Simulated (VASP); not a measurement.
Method: PBEsol GGA, VASP's PBE PAW potentials (set 64) (plane waves; VASP 6.6.1).

VASP ran on this input.

### INCAR
```
SYSTEM = CaB2
PREC = Accurate; ENCUT = 600; LREAL = .FALSE.
LASPH = .TRUE.
EDIFF = 1E-7; NELM = 100; ALGO = Normal
ISMEAR = 1; SIGMA = 0.1
GGA = PS
IBRION = 2; NSW = 30; ISIF = 2
EDIFFG = -0.01
LWAVE = .FALSE.; LCHARG = .FALSE.
```

**POSCAR**
```
CaB2
1
    0.0000000000     2.9094533821     2.9530951829
    2.9530951829     0.0000000000     2.9530951829
    2.9530951829     2.9094533821     0.0000000000
Ca B
1 2
Direct
  0.0000000000   0.0000000000   0.0000000000
  0.2500000000   0.2500000000   0.2500000000
  0.7500000000   0.7500000000   0.7500000000
```

File KPOINTS:
```
Automatic mesh
0
Gamma
8 8 8
0 0 0
```

POTCAR, in this order: Ca_sv B (PBE.64 set). Program: vasp_std.

### Question
Predict the energy per atom (σ→0), pressure, band gap (on the k-mesh).

### Answer

The energy per atom (σ→0) is -3.515 eV/atom and the band gap (on the k-mesh) is none (metal, semimetal or under 0.01 eV). The pressure is -1.40 GPa.

**OSZICAR**
```
...
DAV:   7    -0.105457656035E+02    0.20754E-01   -0.70805E-02  1696   0.290E+00    0.307E-01
DAV:   8    -0.105446495518E+02    0.11161E-02   -0.68271E-03  1720   0.105E+00    0.398E-02
DAV:   9    -0.105447527736E+02   -0.10322E-03   -0.67372E-04  2412   0.216E-01    0.395E-02
DAV:  10    -0.105447524946E+02    0.27907E-06   -0.11408E-04  1732   0.135E-01    0.120E-02
DAV:  11    -0.105447507007E+02    0.17938E-05   -0.76126E-06  1936   0.335E-02    0.376E-03
DAV:  12    -0.105447506082E+02    0.92493E-07   -0.10248E-06  2448   0.695E-03    0.830E-04
DAV:  13    -0.105447506147E+02   -0.64397E-08   -0.43014E-08   964   0.156E-03
   1 F= -.10544751E+02 E0= -.10544991E+02  d E =-.105448E+02
```

The structure was generated: CaB2 was put into the fluorite type (Fm-3m), which need not be its known phase. This cell was strained or had an atom moved on purpose.
